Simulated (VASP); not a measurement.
Here is the system:

```
CELL_PARAMETERS angstrom
      1.92960    -3.34217     0.00000
      1.92960     3.34217     0.00000
      0.00000     0.00000     6.28080
ATOMIC_POSITIONS crystal
  Sn 0.00000 0.00000 0.00000
  Se 0.33333 0.66667 0.25371
  Se 0.66667 0.33333 0.74629
```

Method: PBE GGA with D3 dispersion (zero damping), VASP's PBE PAW potentials (set 64) (plane waves; VASP). Run with 520 eV cut-off, Gaussian smearing of 0.050 eV, potentials Sn_d Se.

Unless said otherwise, spin-orbit coupling is left out, though it shifts the bands of the heavy elements here.

Q: Give the energies of bands 8 to 16 at the high-symmetry points, in eV from the valence-band maximum.

A: 
```csv
band,Γ,M,K,A,L,H
8,-6.07,-6.96,-7.15,-5.29,-7.07,-7.09
9,-0.54,-4.17,-3.43,-2.01,-4.61,-3.92
10,-0.54,-2.79,-3.43,-0.64,-2.20,-3.92
11,-0.28,-2.37,-3.11,-0.64,-1.94,-3.47
12,-0.28,-1.21,-1.48,-0.13,-0.80,-0.39
13,-0.13,-0.26,-1.48,-0.13,-0.64,-0.39
14,0.88,1.11,1.18,2.32,0.68,2.20
15,3.05,3.71,6.18,2.94,4.13,4.47
16,4.59,5.24,6.18,4.34,4.71,4.47
```

The gap is indirect, 0.62 eV, from the valence maximum at K-Γ at 0.78 to the conduction minimum at L-M at 0.33.

Measured: gap 0.98 eV (computed value off by -0.36 eV), as given by Joseph M. Gonzalez et al., Physical Review B (2016), arXiv:1609.04381.

The compound is SnSe2 in the 1T layered structure. It was relaxed first.
